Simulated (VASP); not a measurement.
TaSi2 (relaxed from the MoSi2 structure, space group I4/mmm): computed properties

Computed with PBEsol GGA, VASP's PBE PAW potentials (set 64) (plane waves; VASP).

```yaml
space_group: I4/mmm (139)
cell: a = 3.2586 Å, b = 3.2586 Å, c = 8.1445 Å, α = 90.00°, β = 90.00°, γ = 90.00°
volume_per_atom: 14.41 Å^3/atom
band gap (over mesh and band path): none (metal, semimetal or under 0.01 eV)
hill_bulk_modulus: 194 GPa
hill_shear_modulus: 137 GPa
Poisson's ratio: 0.214
band_gap_with_spin_orbit_coupling: none (metallic)
density: 9.11 g/cm³
optical Γ-point spectrum: 271 (×2), 273 (×2), 287, 361 cm⁻¹
C11: 273 GPa
C12: 166 GPa
C13: 112 GPa
C33: 429 GPa
C44: 186 GPa
C66: 201 GPa
```

```cif
data_Si4Ta2
_chemical_formula_sum 'Ta2 Si4'
_space_group_name_H-M_alt 'I4/mmm'
_space_group_IT_number 139
_space_group_name_Hall '-I 4 2'
_cell_length_a 3.25857
_cell_length_b 3.25857
_cell_length_c 8.14454
_cell_angle_alpha 90.000
_cell_angle_beta 90.000
_cell_angle_gamma 90.000
loop_
_atom_site_label
_atom_site_type_symbol
_atom_site_symmetry_multiplicity
_atom_site_Wyckoff_symbol
_atom_site_fract_x
_atom_site_fract_y
_atom_site_fract_z
_atom_site_occupancy
Ta1 Ta 2 a 0.00000 0.00000 0.00000 1
Si1 Si 4 e 0.00000 0.00000 0.33168 1
```
(The calculation used a cell of 3 atoms; values per cell refer to that cell.)

Finite-difference elastic constants of metals are sensitive to mesh and smearing; shear constants can be off by tens of GPa. Unless said otherwise, spin-orbit coupling is left out, though it shifts the bands of the heavy elements here.

The structure was generated: TaSi2 was put into the MoSi2 type (I4/mmm), which need not be its known phase. It was relaxed first. Symmetry was kept, so distortions that lower it aren't found. The electron count is odd and the run is not spin-polarised, which forces a metal.
